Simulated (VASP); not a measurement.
VASP ran on this input.

**INCAR**
```
ALGO  =  Normal
EDIFF  =  1E-7
ENCUT  =  400
GGA  =  PS
ISIF  =  2
ISMEAR  =  -5
LASPH  =  .TRUE.
LCHARG  =  .TRUE.
LMAXMIX  =  6
LORBIT  =  11
LREAL  =  .FALSE.
LWAVE  =  .FALSE.
NEDOS  =  601
NELM  =  100
PREC  =  Accurate
SYSTEM  =  LaSi
```

KPOINTS:
```
Automatic mesh
0
G
 11 11 11
0 0 0
```

**POSCAR**
```
LaSi
1
    0.0000000000     3.3362027952     3.3362027952
    3.3362027952     0.0000000000     3.3362027952
    3.3362027952     3.3362027952     0.0000000000
La Si
1 1
Direct
  0.0000000000   0.0000000000   0.0000000000
  0.2500000000   0.2500000000   0.2500000000
```

POTCAR, in this order: La Si (PBE.64 set). Program: vasp_std.

Task: Write an equivalent input for Ansatz.

Result: One equivalent input (not run):
Ansatz 0.2 input:
```yaml
crystal:
  lattice:
    - [0.0000000, 3.3362028, 3.3362028]
    - [3.3362028, 0.0000000, 3.3362028]
    - [3.3362028, 3.3362028, 0.0000000]
  atoms:
    - { symbol: La, position: [0.0000000, 0.0000000, 0.0000000] }
    - { symbol: Si, position: [0.2500000, 0.2500000, 0.2500000] }
kpoints:
  mp_grid: { grid: [11, 11, 11] }
hamiltonian:
  xc: pbesol
  pseudopotentials: { kind: paw }
scf:
  occupations: { method: tetrahedron }
  max_iter: 100
output: { forces: true, stress: true, eigenvalues: true }
```
What does not carry over: each code has its own PAW files, so the cut-off isn't converted (ENCUT is set for VASP's; basis.ecutwfc is left out, and Ansatz then takes the one that its files recommend); Ansatz stops its SCF on the density residual and VASP on the energy change (EDIFF).

The structure was generated: LaSi was put into the zinc blende type (F-43m), which need not be its known phase. It was relaxed first, which changed the volume by -25 %.
